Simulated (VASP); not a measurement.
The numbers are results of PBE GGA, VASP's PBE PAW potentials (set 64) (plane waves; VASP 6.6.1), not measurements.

The input files of a VASP run:

INCAR:
```
! general
SYSTEM  = Mg32O31S
PREC    = Normal
ENCUT   = 400
LREAL   = Auto
LASPH   = T
ISYM    = 0
NELECT  = 255.0

! electronic loop
EDIFF   = 1E-5
NELM    = 100
NELMIN  = 4
ALGO    = Fast

! smearing
ISMEAR  = 0
SIGMA   = 0.05

! functional
GGA     = PE

! spin
ISPIN   = 2
MAGMOM  = 64*0.0156
NUPDOWN = 1

! ions
IBRION  = 2
NSW     = 60
ISIF    = 2
EDIFFG  = -0.03

! output
LWAVE   = T
LCHARG  = F
LORBIT  = 10
```

### KPOINTS
```
Automatic mesh
0
Gamma
1 1 1
0 0 0
```

**POSCAR**
```
Mg32O31S
1
    8.4869590160     0.0000000000     0.0000000000
    0.0000000000     8.4869590160    -0.0000000000
   -0.0000000000    -0.0000000000     8.4869590160
Mg O S
32 31 1
Direct
  0.5000000000   0.0000000000   0.0000000000
  0.7500000000   0.2500000000   0.0000000000
  0.7500000000   0.0000000000   0.2500000000
  0.0000000000   0.0000000000   0.0000000000
  0.2500000000   0.2500000000   0.0000000000
  0.4988390000   0.4982770000   0.0037310000
  0.7500000000   0.7500000000   0.0000000000
  0.2500000000   0.0000000000   0.2500000000
  0.4941620000   0.2546850000   0.2482680000
  0.7493760000   0.5048510000   0.2516900000
  0.5000000000   0.0000000000   0.5000000000
  0.7500000000   0.2500000000   0.5000000000
  0.7500000000   0.0000000000   0.7500000000
  0.0000000000   0.5000000000   0.0000000000
  0.2500000000   0.7500000000   0.0000000000
  0.0000000000   0.2500000000   0.2500000000
  0.2443820000   0.5055230000   0.2553200000
  0.5036170000   0.7486570000   0.2525100000
  0.0000000000   0.0000000000   0.5000000000
  0.2500000000   0.2500000000   0.5000000000
  0.4950730000   0.5010400000   0.5026960000
  0.7500000000   0.7500000000   0.5000000000
  0.2500000000   0.0000000000   0.7500000000
  0.5000000000   0.2500000000   0.7500000000
  0.7500000000   0.5000000000   0.7500000000
  0.0000000000   0.7500000000   0.2500000000
  0.0000000000   0.5000000000   0.5000000000
  0.2500000000   0.7500000000   0.5000000000
  0.0000000000   0.2500000000   0.7500000000
  0.2500000000   0.5000000000   0.7500000000
  0.5000000000   0.7500000000   0.7500000000
  0.0000000000   0.7500000000   0.7500000000
  0.7480000000   0.2447740000   0.2486490000
  0.0000000000   0.5000000000   0.2500000000
  0.0000000000   0.2500000000   0.5000000000
  0.2554040000   0.2487850000   0.2503520000
  0.7475970000   0.7505300000   0.2555000000
  0.0000000000   0.0000000000   0.2500000000
  0.4976840000   0.2457110000   0.5056430000
  0.7550720000   0.4988180000   0.4996250000
  0.0000000000   0.7500000000   0.5000000000
  0.7500000000   0.2500000000   0.7500000000
  0.0000000000   0.5000000000   0.7500000000
  0.0000000000   0.2500000000   0.0000000000
  0.2535760000   0.7534970000   0.2458100000
  0.5000000000   0.0000000000   0.2500000000
  0.2468240000   0.5034900000   0.4979880000
  0.5044750000   0.7523940000   0.4961360000
  0.7500000000   0.0000000000   0.5000000000
  0.2500000000   0.2500000000   0.7500000000
  0.5000000000   0.5000000000   0.7500000000
  0.7500000000   0.7500000000   0.7500000000
  0.0000000000   0.0000000000   0.7500000000
  0.5043980000   0.2474750000   0.9972650000
  0.7449030000   0.5031700000   0.9992340000
  0.0000000000   0.7500000000   0.0000000000
  0.2500000000   0.0000000000   0.5000000000
  0.2500000000   0.7500000000   0.7500000000
  0.5000000000   0.0000000000   0.7500000000
  0.2519200000   0.5025390000   0.9989070000
  0.5001940000   0.7514200000   0.9966850000
  0.7500000000   0.0000000000   0.0000000000
  0.2500000000   0.0000000000   0.0000000000
  0.5024760000   0.5053850000   0.2512110000
```

POTCAR, in this order: Mg O S (PBE.64 set). Program: vasp_gam.

The run wrote:

### OSZICAR
```
...
RMM:   8    -0.376045901371E+03    0.29413E+00   -0.16974E+00   640   0.371E+00    0.444E+00
RMM:   9    -0.376098529397E+03   -0.52628E-01   -0.23821E-01   640   0.139E+00    0.225E+00
RMM:  10    -0.376095486954E+03    0.30424E-02   -0.77865E-02   640   0.589E-01    0.811E-01
RMM:  11    -0.376097400126E+03   -0.19132E-02   -0.32241E-02   640   0.347E-01    0.268E-01
RMM:  12    -0.376096618512E+03    0.78161E-03   -0.29486E-03   640   0.134E-01    0.154E-01
RMM:  13    -0.376096493145E+03    0.12537E-03   -0.16332E-03   640   0.908E-02    0.691E-02
RMM:  14    -0.376096620718E+03   -0.12757E-03   -0.34312E-04   640   0.419E-02    0.528E-02
RMM:  15    -0.376096618986E+03    0.17322E-05   -0.95294E-05   638   0.236E-02
   1 F= -.37609662E+03 E0= -.37607745E+03  d E =-.376097E+03  mag=     1.0000
       N       E                     dE             d eps       ncg     rms          rms(c)
DAV:   1    -0.377952469857E+03   -0.18558E+01   -0.81582E+01   640   0.255E+01    0.386E+00
RMM:   2    -0.378234051048E+03   -0.28158E+00   -0.35960E+00   640   0.469E+00    0.228E+00
RMM:   3    -0.378213351997E+03    0.20699E-01   -0.26958E-01   640   0.134E+00    0.244E+00
RMM:   4    -0.378214557472E+03   -0.12055E-02   -0.57542E-02   640   0.544E-01    0.213E+00
RMM:   5    -0.378210034854E+03    0.45226E-02   -0.42827E-02   642   0.393E-01    0.169E+00
RMM:   6    -0.378207155302E+03    0.28796E-02   -0.19667E-02   641   0.276E-01    0.100E+00
RMM:   7    -0.378205026664E+03    0.21286E-02   -0.26940E-02   651   0.319E-01    0.407E-01
RMM:   8    -0.378204046305E+03    0.98036E-03   -0.57335E-03   642   0.157E-01    0.241E-01
RMM:   9    -0.378203890115E+03    0.15619E-03   -0.16354E-03   641   0.761E-02    0.199E-01
RMM:  10    -0.378203804973E+03    0.85142E-04   -0.85088E-04   634   0.568E-02    0.114E-01
RMM:  11    -0.378203775868E+03    0.29104E-04   -0.38373E-04   623   0.366E-02    0.623E-02
RMM:  12    -0.378203763469E+03    0.12399E-04   -0.87819E-05   557   0.183E-02    0.381E-02
RMM:  13    -0.378203759147E+03    0.43219E-05   -0.41231E-05   454   0.122E-02
   2 F= -.37820376E+03 E0= -.37818466E+03  d E =-.210714E+01  mag=     1.0000
       N       E                     dE             d eps       ncg     rms          rms(c)
DAV:   1    -0.378290206819E+03   -0.86443E-01   -0.27868E+00   672   0.460E+00    0.835E-01
RMM:   2    -0.378297765894E+03   -0.75591E-02   -0.11163E-01   640   0.840E-01    0.393E-01
RMM:   3    -0.378296966601E+03    0.79929E-03   -0.86710E-03   640   0.238E-01    0.291E-01
RMM:   4    -0.378296683662E+03    0.28294E-03   -0.21756E-03   640   0.110E-01    0.200E-01
RMM:   5    -0.378296602748E+03    0.80914E-04   -0.85972E-04   640   0.635E-02    0.136E-01
RMM:   6    -0.378296574766E+03    0.27981E-04   -0.25207E-04   627   0.349E-02    0.716E-02
RMM:   7    -0.378296583624E+03   -0.88574E-05   -0.29636E-04   623   0.328E-02    0.606E-02
RMM:   8    -0.378296562087E+03    0.21537E-04   -0.84107E-05   572   0.192E-02    0.144E-02
RMM:   9    -0.378296563441E+03   -0.13541E-05   -0.17073E-05   396   0.891E-03
   3 F= -.37829656E+03 E0= -.37827746E+03  d E =-.219994E+01  mag=     1.0000
       N       E                     dE             d eps       ncg     rms          rms(c)
DAV:   1    -0.378443201663E+03   -0.14664E+00   -0.29490E+01   672   0.154E+01    0.116E+00
RMM:   2    -0.378506562350E+03   -0.63361E-01   -0.78938E-01   640   0.237E+00    0.494E-01
RMM:   3    -0.378504045392E+03    0.25170E-02   -0.47797E-02   640   0.627E-01    0.433E-01
RMM:   4    -0.378501518712E+03    0.25267E-02   -0.89055E-03   640   0.234E-01    0.296E-01
RMM:   5    -0.378500726098E+03    0.79261E-03   -0.28829E-03   640   0.122E-01    0.153E-01
RMM:   6    -0.378500697992E+03    0.28107E-04   -0.83285E-04   640   0.635E-02    0.876E-02
RMM:   7    -0.378500671895E+03    0.26096E-04   -0.51782E-04   635   0.440E-02    0.577E-02
RMM:   8    -0.378500665325E+03    0.65701E-05   -0.10187E-04   591   0.217E-02    0.228E-02
RMM:   9    -0.378500668612E+03   -0.32874E-05   -0.41776E-05   496   0.131E-02
   4 F= -.37850067E+03 E0= -.37848151E+03  d E =-.204105E+00  mag=     1.0000
       N       E                     dE             d eps       ncg     rms          rms(c)
DAV:   1    -0.378502229568E+03   -0.15642E-02   -0.41180E-01   744   0.183E+00    0.131E-01
RMM:   2    -0.378503094508E+03   -0.86494E-03   -0.10826E-02   640   0.278E-01    0.572E-02
RMM:   3    -0.378503056252E+03    0.38256E-04   -0.64138E-04   640   0.732E-02    0.418E-02
RMM:   4    -0.378503016168E+03    0.40084E-04   -0.14348E-04   620   0.294E-02    0.280E-02
RMM:   5    -0.378503011571E+03    0.45967E-05   -0.31961E-05   428   0.131E-02
   5 F= -.37850301E+03 E0= -.37848386E+03  d E =-.206448E+00  mag=     1.0000
       N       E                     dE             d eps       ncg     rms          rms(c)
DAV:   1    -0.378519331298E+03   -0.16315E-01   -0.13916E+01   688   0.108E+01    0.616E-01
RMM:   2    -0.378546538742E+03   -0.27207E-01   -0.32093E-01   640   0.152E+00    0.273E-01
RMM:   3    -0.378545510993E+03    0.10277E-02   -0.17530E-02   640   0.389E-01    0.193E-01
RMM:   4    -0.378544254558E+03    0.12564E-02   -0.50391E-03   640   0.174E-01    0.945E-02
RMM:   5    -0.378544266140E+03   -0.11582E-04   -0.51200E-04   639   0.580E-02    0.382E-02
RMM:   6    -0.378544269261E+03   -0.31218E-05   -0.14095E-04   611   0.251E-02    0.261E-02
RMM:   7    -0.378544271790E+03   -0.25289E-05   -0.35422E-05   463   0.130E-02
   6 F= -.37854427E+03 E0= -.37852506E+03  d E =-.412602E-01  mag=     1.0000
       N       E                     dE             d eps       ncg     rms          rms(c)
DAV:   1    -0.378544297587E+03   -0.28325E-04   -0.28918E-02   816   0.490E-01    0.298E-02
RMM:   2    -0.378544356997E+03   -0.59410E-04   -0.68883E-04   640   0.701E-02    0.146E-02
RMM:   3    -0.378544355813E+03    0.11843E-05   -0.39597E-05   488   0.182E-02    0.107E-02
RMM:   4    -0.378544353713E+03    0.20993E-05   -0.90723E-06   383   0.750E-03
   7 F= -.37854435E+03 E0= -.37852514E+03  d E =-.413421E-01  mag=     1.0000
       N       E                     dE             d eps       ncg     rms          rms(c)
DAV:   1    -0.378548123446E+03   -0.37676E-02   -0.29567E+00   704   0.499E+00    0.247E-01
RMM:   2    -0.378553027580E+03   -0.49041E-02   -0.59575E-02   640   0.672E-01    0.118E-01
RMM:   3    -0.378552654484E+03    0.37310E-03   -0.30953E-03   640   0.167E-01    0.820E-02
RMM:   4    -0.378552349865E+03    0.30462E-03   -0.10968E-03   640   0.765E-02    0.335E-02
RMM:   5    -0.378552335390E+03    0.14475E-04   -0.16247E-04   624   0.289E-02    0.247E-02
RMM:   6    -0.378552335697E+03   -0.30767E-06   -0.34999E-05   471   0.128E-02
   8 F= -.37855234E+03 E0= -.37853309E+03  d E =-.798198E-02  mag=     1.0000
       N       E                     dE             d eps       ncg     rms          rms(c)
DAV:   1    -0.378552314777E+03    0.20612E-04   -0.31203E-01   776   0.162E+00    0.797E-02
RMM:   2    -0.378552836785E+03   -0.52201E-03   -0.63387E-03   640   0.219E-01    0.386E-02
RMM:   3    -0.378552799017E+03    0.37768E-04   -0.32908E-04   640   0.544E-02    0.274E-02
RMM:   4    -0.378552765185E+03    0.33832E-04   -0.12636E-04   612   0.257E-02    0.112E-02
RMM:   5    -0.378552764060E+03    0.11253E-05   -0.15742E-05   387   0.913E-03
   9 F= -.37855276E+03 E0= -.37853351E+03  d E =-.841035E-02  mag=     1.0000
       N       E                     dE             d eps       ncg     rms          rms(c)
DAV:   1    -0.378553822714E+03   -0.10575E-02   -0.34733E-01   704   0.170E+00    0.969E-02
RMM:   2    -0.378554458826E+03   -0.63611E-03   -0.74645E-03   640   0.235E-01    0.458E-02
RMM:   3    -0.378554433966E+03    0.24860E-04   -0.41584E-04   640   0.591E-02    0.316E-02
RMM:   4    -0.378554415198E+03    0.18769E-04   -0.97873E-05   615   0.238E-02    0.159E-02
RMM:   5    -0.378554410811E+03    0.43870E-05   -0.22270E-05   403   0.111E-02
  10 F= -.37855441E+03 E0= -.37853514E+03  d E =-.164675E-02  mag=     1.0000
```

**OUTCAR**
```
------------------------ aborting loop because EDIFF is reached ----------------------------------------
  FORCE on cell =-STRESS in cart. coord.  units (eV):
  Direction    XX          YY          ZZ          XY          YZ          ZX
  --------------------------------------------------------------------------------------
  Total       -8.3818465     -8.4052249     -8.4548504      0.0987910      0.0477646     -0.0822464
  in kB      -21.9681746    -22.0294475    -22.1595122      0.2589235      0.1251872     -0.2155615
  external PRESSURE =     -22.0523781 kB  Pullay stress =       0.0000000 kB
  volume of cell :      611.30
      direct lattice vectors                 reciprocal lattice vectors
     8.486959016  0.000000000  0.000000000     0.117827834  0.000000000  0.000000000
     0.000000000  8.486959016  0.000000000     0.000000000  0.117827834  0.000000000
     0.000000000  0.000000000  8.486959016     0.000000000  0.000000000  0.117827834
  FREE ENERGIE OF THE ION-ELECTRON SYSTEM (eV)
  ---------------------------------------------------
  free  energy   TOTEN  =      -378.5544108107 eV

  energy  without entropy=     -378.5158763369  energy(sigma->0) =     -378.53514357

 total charge

# of ion       s       p       d       tot
------------------------------------------
    1        0.146   0.176   0.077   0.399
    2        0.143   0.171   0.074   0.388
    3        0.146   0.176   0.077   0.398
    4        0.143   0.172   0.074   0.390
    5        0.143   0.171   0.074   0.388
    6        0.155   0.190   0.083   0.428
    7        0.143   0.171   0.074   0.388
    8        0.146   0.176   0.077   0.398
    9        0.155   0.190   0.083   0.428
   10        0.155   0.190   0.083   0.428
   11        0.146   0.176   0.077   0.398
   12        0.142   0.171   0.074   0.388
   13        0.143   0.172   0.074   0.390
   14        0.146   0.176   0.077   0.398
   15        0.143   0.171   0.074   0.388
   16        0.146   0.176   0.077   0.398
   17        0.155   0.190   0.083   0.428
   18        0.155   0.190   0.083   0.428
   19        0.143   0.172   0.074   0.390
   20        0.143   0.171   0.074   0.388
   21        0.155   0.190   0.083   0.428
   22        0.142   0.171   0.074   0.388
   23        0.143   0.172   0.074   0.390
   24        0.146   0.176   0.077   0.399
   25        0.146   0.176   0.077   0.398
   26        0.146   0.176   0.077   0.398
   27        0.146   0.176   0.077   0.398
   28        0.142   0.171   0.074   0.388
   29        0.143   0.172   0.074   0.390
   30        0.146   0.176   0.077   0.398
   31        0.146   0.176   0.077   0.399
   32        0.143   0.172   0.074   0.390
   33        1.568   3.552   0.000   5.120
   34        1.568   3.595   0.000   5.163
   35        1.566   3.559   0.000   5.125
   36        1.568   3.552   0.000   5.120
   37        1.568   3.553   0.000   5.120
   38        1.567   3.570   0.000   5.137
   39        1.568   3.552   0.000   5.120
   40        1.568   3.552   0.000   5.120
   41        1.566   3.559   0.000   5.125
   42        1.566   3.559   0.000   5.125
   43        1.567   3.570   0.000   5.138
   44        1.566   3.559   0.000   5.125
   45        1.568   3.552   0.000   5.120
   46        1.568   3.595   0.000   5.163
   47        1.568   3.553   0.000   5.120
   48        1.568   3.552   0.000   5.120
   49        1.566   3.559   0.000   5.125
   50        1.566   3.559   0.000   5.125
   51        1.568   3.595   0.000   5.163
   52        1.566   3.559   0.000   5.125
   53        1.566   3.566   0.000   5.132
   54        1.567   3.553   0.000   5.121
   55        1.568   3.553   0.000   5.120
   56        1.566   3.559   0.000   5.125
   57        1.566   3.559   0.000   5.125
   58        1.566   3.559   0.000   5.125
   59        1.567   3.571   0.000   5.138
   60        1.568   3.552   0.000   5.120
   61        1.568   3.552   0.000   5.120
   62        1.566   3.559   0.000   5.125
   63        1.566   3.559   0.000   5.125
   64        1.332   2.690   0.000   4.022
--------------------------------------------------
tot         54.580 118.741   2.462 175.782

 magnetization (x)

# of ion       s       p       d       tot
------------------------------------------
    1       -0.000   0.000   0.000  -0.000
    2       -0.000  -0.000  -0.000  -0.000
    3       -0.000   0.000   0.000  -0.000
    4       -0.000  -0.000  -0.000  -0.000
    5       -0.000  -0.000  -0.000  -0.000
    6       -0.000   0.001   0.000   0.001
    7       -0.000  -0.000  -0.000  -0.000
    8       -0.000   0.000   0.000  -0.000
    9       -0.000   0.001   0.000   0.001
   10       -0.000   0.001   0.000   0.001
   11       -0.000   0.000   0.000  -0.000
   12       -0.000  -0.000  -0.000  -0.000
   13       -0.000  -0.000  -0.000  -0.000
   14       -0.000   0.000   0.000  -0.000
   15       -0.000  -0.000  -0.000  -0.000
   16       -0.000   0.000   0.000  -0.000
   17       -0.000   0.001   0.000   0.001
...
```
(Selected blocks of OUTCAR.)

CONTCAR:
```
Mg32O31S
   1.00000000000000
     8.4869590160000001    0.0000000000000000    0.0000000000000000
     0.0000000000000000    8.4869590160000001    0.0000000000000000
     0.0000000000000000    0.0000000000000000    8.4869590160000001
  Mg              O               S
    32    31     1
Direct
     0.5001643693534735    0.0003069431210634    0.9955557348573326
     0.7501756629114047    0.2500399345348732    0.9999604359497920
     0.7542483181397714    0.0005100995485272    0.2500711104690618
     0.0000205846996475    0.0001758958626768    0.9986283518748865
     0.2496064926245038    0.2502042932752088    0.9998572571907504
     0.4999144274081581    0.5001696173143093    0.9794111159666496
     0.7502559070253999    0.7503941215166107    0.9997638454587068
     0.2459082378253270    0.0004673257516821    0.2498468132546720
     0.4996170162698052    0.2295421699902319    0.2498883130578874
     0.7708200378427108    0.5004823906399760    0.2502693277629672
     0.5000467045121528    0.0003821899162015    0.5044878622151653
     0.7499863062765142    0.2500386683097682    0.5002569700716422
     0.7514906685921554    0.0001782918391174    0.7500731582958362
     0.9997904383955207    0.5003463684000361    0.9959458115257621
     0.2500620702688844    0.7506675476917906    0.9997154742437985
     0.0000819290521019    0.2461930409554151    0.2499975278677251
     0.2288644038787113    0.5009354988876124    0.2502176564045289
     0.5005552551107093    0.7714729681105899    0.2501528919989283
     0.0000085119366889    0.0002614372861557    0.5013216433365681
     0.2495613505208179    0.2500349526946303    0.5003016997532853
     0.4994060790702267    0.5001960957822035    0.5212363021459200
     0.7503290550952947    0.7504236727279993    0.5004947707277222
     0.2486763992229671    0.0002718149055187    0.7500695841693560
     0.4998929090852441    0.2458699023592721    0.7502138152641611
     0.7540407584215573    0.4999953745049708    0.7502490863373670
     0.9999397817189094    0.7548220098885295    0.2499621496153634
     0.9999112043213364    0.5002034843029779    0.5045616193379902
     0.2498940490021128    0.7508506489376043    0.5003162893901832
     0.9998934049522198    0.2488009832126515    0.7501227770446539
     0.2455864156330724    0.5002939639460366    0.7502409222025471
     0.5001418726747963    0.7543804655132966    0.7500370355787024
     0.0001147853402398    0.7514254056616462    0.7500954388261845
     0.7528446707398443    0.2474747440045826    0.2501116471706979
     0.9999546164585209    0.5005141539575723    0.2500847853860474
     0.9999608014420915    0.2502020612414448    0.4999301540567929
     0.2468625595452997    0.2474499332738338    0.2500337277368006
     0.7531827266890483    0.7536351039956992    0.2501859991301345
     0.0000365857529797    0.0005121959747811    0.2499310206010466
     0.4996645114759080    0.2472678567287753    0.5034027335829819
     0.7528452780159074    0.5000724527412477    0.5033637941924155
     0.0000137157384102    0.7502761073751647    0.4999844675601399
     0.7500146243847722    0.2501221607067887    0.7501603135733849
     0.9998312944216680    0.5001518775503390    0.7502747452472236
     0.9998459343194414    0.2502781316785544    0.0001940582359513
     0.2470310591850258    0.7536063846603333    0.2500016426767266
     0.5000929164267824    0.0006064414351246    0.2500406127485943
     0.2466896959938506    0.5005063665758148    0.5034110394110928
     0.5000942609899592    0.7534589093628937    0.5034604962272233
     0.7500244475624109    0.0004640468631306    0.5001080820867168
     0.2497668976522714    0.2502522651340860    0.7501071840373666
     0.4998290842094666    0.5002479170370161    0.7503202172882545
     0.7501940871322867    0.7500532849340502    0.7500139752205167
     0.0000609276463880    0.0001208374184457    0.7500476763273599
     0.4998830329456470    0.2471074970835548    0.9968499105640705
     0.7529100683895898    0.5002291303221638    0.9971357751137553
     0.0001294794150874    0.7502107705869886    0.0000573115774135
     0.2500329412249687    0.0003296178406548    0.5000278237018465
     0.2500091908799737    0.7503010612108355    0.7501707260350605
     0.5001165707300397    0.0001753743845384    0.7500566633334346
     0.2469224417990307    0.5004290406459112    0.9971883603812743
     0.5001642360841646    0.7534440113580553    0.9969213062772445
     0.7501028668482006    0.0002036176771726    0.0000204444965973
     0.2500436335013397    0.0003665111957758    0.9998987831217837
     0.4998114352171792    0.5006135576554923    0.2504017307039574
```

At this cut-off the stress carries a Pulay error, which pulls relaxed volumes low. The cell is charged, with a uniform compensating background. The supercell is sampled at Γ alone, which is coarse: total energies, pressure and levels can be off, energies of defects by several tenths of an eV.

The cell is a supercell with a defect, built from MgO (rock salt): S_O, charge +1.
